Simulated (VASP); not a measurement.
Output of a VASP run:

File OSZICAR:
```
...
DAV:   9    -0.129522513312E+03   -0.79210E-04   -0.45101E-05   960   0.733E-02    0.132E-03
DAV:  10    -0.129522536202E+03   -0.22890E-04   -0.90420E-06   880   0.300E-02    0.651E-04
DAV:  11    -0.129522536498E+03   -0.29573E-06   -0.10471E-06   704   0.939E-03
   9 F= -.12952254E+03 E0= -.12952254E+03  d E =-.471293E-02
       N       E                     dE             d eps       ncg     rms          rms(c)
DAV:   1    -0.129549809684E+03   -0.27273E-01   -0.18482E+00  1064   0.184E+01    0.114E+00
DAV:   2    -0.129525567647E+03    0.24242E-01   -0.13925E-01  1312   0.431E+00    0.447E-01
DAV:   3    -0.129520968311E+03    0.45993E-02   -0.12798E-02  1104   0.218E+00    0.183E-01
DAV:   4    -0.129520079138E+03    0.88917E-03   -0.46914E-03  1184   0.105E+00    0.607E-02
DAV:   5    -0.129518011147E+03    0.20680E-02   -0.30309E-03  1008   0.745E-01    0.165E-02
DAV:   6    -0.129520552297E+03   -0.25412E-02   -0.15288E-03  1008   0.441E-01    0.132E-02
DAV:   7    -0.129520751550E+03   -0.19925E-03   -0.11958E-04  1040   0.110E-01    0.718E-03
DAV:   8    -0.129520733894E+03    0.17656E-04   -0.39302E-05   952   0.556E-02    0.450E-03
DAV:   9    -0.129520787671E+03   -0.53776E-04   -0.17734E-05   928   0.462E-02    0.180E-03
DAV:  10    -0.129520790360E+03   -0.26894E-05   -0.10532E-06   728   0.126E-02    0.103E-03
DAV:  11    -0.129520790649E+03   -0.28892E-06   -0.78266E-07   568   0.112E-02
  10 F= -.12952079E+03 E0= -.12952079E+03  d E =0.174585E-02
       N       E                     dE             d eps       ncg     rms          rms(c)
DAV:   1    -0.129538216427E+03   -0.17426E-01   -0.99197E-01  1064   0.138E+01    0.828E-01
DAV:   2    -0.129525443224E+03    0.12773E-01   -0.72430E-02  1320   0.316E+00    0.325E-01
DAV:   3    -0.129522932033E+03    0.25112E-02   -0.69707E-03  1160   0.162E+00    0.135E-01
DAV:   4    -0.129522453366E+03    0.47867E-03   -0.25297E-03  1192   0.761E-01    0.440E-02
DAV:   5    -0.129521428439E+03    0.10249E-02   -0.15183E-03  1008   0.524E-01    0.118E-02
DAV:   6    -0.129522675438E+03   -0.12470E-02   -0.80790E-04  1008   0.320E-01    0.101E-02
DAV:   7    -0.129522798488E+03   -0.12305E-03   -0.66402E-05  1040   0.798E-02    0.541E-03
DAV:   8    -0.129522796639E+03    0.18491E-05   -0.21205E-05   952   0.404E-02    0.332E-03
DAV:   9    -0.129522823290E+03   -0.26651E-04   -0.81807E-06   928   0.321E-02    0.148E-03
DAV:  10    -0.129522823846E+03   -0.55576E-06   -0.48233E-07   688   0.871E-03
  11 F= -.12952282E+03 E0= -.12952282E+03  d E =-.287348E-03
       N       E                     dE             d eps       ncg     rms          rms(c)
DAV:   1    -0.129523653546E+03   -0.83026E-03   -0.17816E-01   952   0.350E+00    0.227E-01
DAV:   2    -0.129523169014E+03    0.48453E-03   -0.79024E-03  1208   0.972E-01    0.138E-01
DAV:   3    -0.129522757316E+03    0.41170E-03   -0.14376E-03  1264   0.539E-01    0.186E-02
DAV:   4    -0.129522824059E+03   -0.66743E-04   -0.38959E-04   896   0.207E-01    0.106E-02
DAV:   5    -0.129522907921E+03   -0.83862E-04   -0.10678E-04   920   0.973E-02    0.551E-03
DAV:   6    -0.129522911788E+03   -0.38661E-05   -0.75284E-06  1024   0.259E-02    0.420E-03
DAV:   7    -0.129522913775E+03   -0.19874E-05   -0.29998E-06   696   0.159E-02    0.123E-03
DAV:   8    -0.129522915187E+03   -0.14122E-05   -0.23252E-06   736   0.174E-02    0.969E-04
DAV:   9    -0.129522915532E+03   -0.34525E-06   -0.47316E-07   464   0.806E-03
  12 F= -.12952292E+03 E0= -.12952292E+03  d E =-.916865E-04
```

File OUTCAR:
```
------------------------ aborting loop because EDIFF is reached ----------------------------------------
  FORCE on cell =-STRESS in cart. coord.  units (eV):
  Direction    XX          YY          ZZ          XY          YZ          ZX
  --------------------------------------------------------------------------------------
  Total        0.0045988      0.0045988     -0.0386194      0.0000000      0.0000000      0.0000000
  in kB        0.0873106      0.0873106     -0.7332108      0.0000000      0.0000000      0.0000000
  external PRESSURE =      -0.1861966 kB  Pullay stress =       0.0000000 kB
  volume of cell :       84.39
      direct lattice vectors                 reciprocal lattice vectors
     3.995237124  0.000000000  0.000000000     0.250298035  0.000000000  0.000000000
     0.000000000  3.995237124  0.000000000     0.000000000  0.250298035 -0.000000000
     0.000000000  0.000000000  5.286907104     0.000000000 -0.000000000  0.189146505
 POSITION                                       TOTAL-FORCE (eV/Angst)
 -----------------------------------------------------------------------------------
      1.99762      3.99524      4.09568        -0.000000      0.000000      0.012038
      0.00000      1.99762      1.19122         0.000000     -0.000000     -0.012038
      1.99762      1.99762      0.00000         0.000000      0.000000      0.000000
      0.00000      3.99524      0.00000         0.000000     -0.000000      0.000000
 -----------------------------------------------------------------------------------
    total drift:                                0.000000     -0.000000     -0.000000
  FREE ENERGIE OF THE ION-ELECTRON SYSTEM (eV)
  ---------------------------------------------------
  free  energy   TOTEN  =      -129.5229155323 eV

  energy  without entropy=     -129.5229155323  energy(sigma->0) =     -129.52291553

 reached required accuracy - stopping structural energy minimisation
```
(Selected blocks of OUTCAR.)

### POSCAR
```
PbO
1
    3.9897546468     0.0000000000     0.0000000000
    0.0000000000     3.9897546468    -0.0000000000
    0.0000000000    -0.0000000000     5.0320870862
Pb O
2 2
Direct
  0.5000000000   0.0000000000   0.7643035023
  0.0000000000   0.5000000000   0.2356964977
  0.5000000000   0.5000000000   0.0000000000
  0.0000000000   0.0000000000   1.0000000000
```

Task: Reconstruct the remaining input files.

Result: This is not unique; one that fits is the input of the run itself, r2SCAN meta-GGA, plane waves, VASP's PBE PAW potentials (set 64).

### INCAR
```
SYSTEM = PbO
PREC = Accurate
ENCUT = 580
EDIFF = 1E-6
NELM = 100
ALGO = Normal
LREAL = .FALSE.
LASPH = .TRUE.
ISMEAR = 0
SIGMA = 0.05
METAGGA = R2SCAN
LMIXTAU = .TRUE.
LMAXMIX = 4
LWAVE = .FALSE.
LCHARG = .FALSE.
IBRION = 2
ISIF = 3
NSW = 60
EDIFFG = -0.02
```

File KPOINTS:
```
kpoints
0
Gamma
  5 5 4
```

POTCAR, in this order: Pb_d O (PBE.64 set). Program: vasp_std.

Energy and stress use the plane-wave basis of the starting cell.

The compound is PbO in the litharge structure. This run relaxes it. Symmetry was kept, so distortions that lower it aren't found. The start is the result of an earlier pass.
